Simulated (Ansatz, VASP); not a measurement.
## SiF: VASP beside Ansatz

Contents of INCAR:

```
SYSTEM = SiF
ALGO     = Normal         ! electronic algorithm
EDIFF    = 1E-6           ! SCF threshold, eV
EDIFFG   = -0.01          ! ionic threshold
ENCUT    = 600            ! plane-wave cutoff, eV
GGA      = PE             ! functional
IBRION   = 2              ! ionic algorithm
ISIF     = 3              ! what is computed and relaxed
ISMEAR   = -1             ! smearing method
LASPH    = .True.         ! aspherical terms in the spheres
LCHARG   = .False.        ! write CHGCAR
LREAL    = .False.        ! projectors in reciprocal space
LWAVE    = .False.        ! write WAVECAR
NELM     = 80             ! most SCF steps
NSW      = 40             ! ionic steps
PREC     = Accurate       ! precision mode
SIGMA    = 0.05           ! smearing width, eV
```

File KPOINTS:

```
k-points
0
Gamma
  9 9 9
  0 0 0
```

POSCAR

```
SiF
1.0
    3.0286000000      0.0000000000      0.0000000000
    0.0000000000      3.0286000000      0.0000000000
    0.0000000000      0.0000000000      3.0286000000
Si F
1 1
Direct
    0.5000000000      0.5000000000      0.5000000000
    0.0000000000      0.0000000000      0.0000000000
```

Contents of input.yaml:

```yaml
crystal:
  lattice:
    - [3.0286, 0.0, 0.0]
    - [0.0, 3.0286, 0.0]
    - [0.0, 0.0, 3.0286]
  atoms:
    - { symbol: Si, position: [0.5, 0.5, 0.5] }
    - { symbol: F, position: [0.0, 0.0, 0.0] }
hamiltonian:
  xc: pbe
  pseudopotentials: { kind: paw }
kpoints:
  mp_grid: { grid: [9, 9, 9] }
scf:
  occupations: { method: fermi_dirac, width: 0.05 }
output:
  forces: true
  stress: true
  eigenvalues: true
relax:
  f_tol: 0.01
  max_steps: 40
  cell: { stress_tol: 0.05 }
```

The cell was built by a generator and needn't be a form met in nature.

Alike in both runs: task relaxation of cell and atoms; functional PBE; k mesh 9 × 9 × 9; occupations fermi-dirac, width 0.05 eV; no spin polarisation.

|  | VASP | Ansatz |
| --- | --- | --- |
| version | VASP 6.6.1 | Ansatz 0.2.0 |
| potentials or method | VASP PAW PBE potentials, release 64 (Si, F) | Ansatz PAW |
| plane-wave cutoff (eV) | 600 | 420 |
| valence electrons in the cell | 11 | 11 |

|  | VASP | Ansatz | Ansatz less VASP |
| --- | --- | --- | --- |
| gap on the k mesh at the Fermi level, each at its own relaxed structure (eV) | none | none | - |
| relaxed volume (Å³/atom) | 13.89 | 13.93 | +0.035 |
| relaxed cell length with the largest relative difference (Å) | 3.029 | 3.031 | +0.0026 |

A gap of «none» marks a metal or a gap that the smearing closes.

Caveats: an odd number of electrons without spin polarisation forces a metal; a magnetic or distorted state may lie lower; the relaxation stopped at its first step, so nothing moved (VASP); the plane-wave basis is chosen anew once the cell has moved, so the energies of steps on either side of that aren't comparable (Ansatz); the pressure holds a Pulay correction of +0.5 GPa for the finite cutoff (Ansatz).
